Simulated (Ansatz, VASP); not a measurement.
## Two plane-wave programs on Mg2TaIr2

Contents of INCAR:

```
  ALGO = Fast
  EDIFF = 1E-6
  ENCUT = 520
  GGA = PE
  ISIF = 2
  ISMEAR = 0
  LASPH = T
  LCHARG = F
  LREAL = F
  LWAVE = F
  NBANDS = 24
  NELM = 80
  PREC = Accurate
  SIGMA = 0.1
```

KPOINTS

```
k-points
0
Gamma
  6 6 6
```

The input POSCAR:

```
Mg2TaIr2
1.0
   -1.9613100199      1.9613100199      5.1460114383
    1.9613100199     -1.9613100199      5.1460114383
    1.9613100199      1.9613100199     -5.1460114383
Mg Ta Ir
2 1 2
Direct
    0.2500000000      0.7500000000      0.5000000000
    0.7500000000      0.2500000000      0.5000000000
    0.0000000000      0.0000000000      0.0000000000
    0.6260000000      0.6260000000      0.0000000000
    0.3740000000      0.3740000000      0.0000000000
```

Input for Ansatz:

```yaml
crystal:
  lattice:
    - [-1.9613100199, 1.9613100199, 5.1460114383]
    - [1.9613100199, -1.9613100199, 5.1460114383]
    - [1.9613100199, 1.9613100199, -5.1460114383]
  atoms:
    - { symbol: Mg, position: [0.25, 0.75, 0.5] }
    - { symbol: Mg, position: [0.75, 0.25, 0.5] }
    - { symbol: Ta, position: [0.0, 0.0, 0.0] }
    - { symbol: Ir, position: [0.626, 0.626, 0.0] }
    - { symbol: Ir, position: [0.374, 0.374, 0.0] }
basis:
  ecutwfc: 420
kpoints:
  mp_grid: { grid: [6, 6, 6] }
hamiltonian:
  xc: pbe
scf:
  occupations: { method: gaussian, width: 0.1 }
  lower_state_search: "off"
output:
  forces: true
  stress: true
  eigenvalues: true
```

Alike in both runs: task single point; functional PBE; k mesh 6 × 6 × 6; occupations gaussian, width 0.1 eV; no spin polarisation.

```csv
,VASP,Ansatz
version,VASP 6.6.1,Ansatz 0.2.0
potentials or method,"VASP PAW PBE potentials, release 64 (Mg, Ta_pv, Ir)","scalar-relativistic, plane waves, PAW"
plane-wave cutoff (eV),520,420
valence electrons in the cell,33,67
```

|  | VASP | Ansatz | Ansatz less VASP |
| --- | --- | --- | --- |
| gap on the k mesh at the Fermi level (eV) | none | none | - |
| pressure (GPa) | 20.4 | 20.1 | -0.32 |
| largest component of the traceless stress (GPa) | 2.20 | 2.07 | -0.128 |
| rms of the force components (eV/Å) | 1.863 | 1.853 | -0.0093 |

Atom by atom the forces differ by 0.009 eV/Å (rms over components). A gap of «none» marks a metal or a gap that the smearing closes. The functional is the same, so the differences come from potentials, cutoffs and numerics. The two sets of potentials don't hold the same shells in valence.

Caveats: the k mesh is coarse (spacing up to 0.38 Å⁻¹), so the values aren't converged; so large a pressure means that the cell lies far from this level's equilibrium, or that cutoff or potentials fall short (VASP); forces of over 1 eV/Å show positions far from the minimum, so gaps and moduli don't describe the material at rest. The runs have no spin-orbit coupling, so splittings on Ir, Ta are missing.
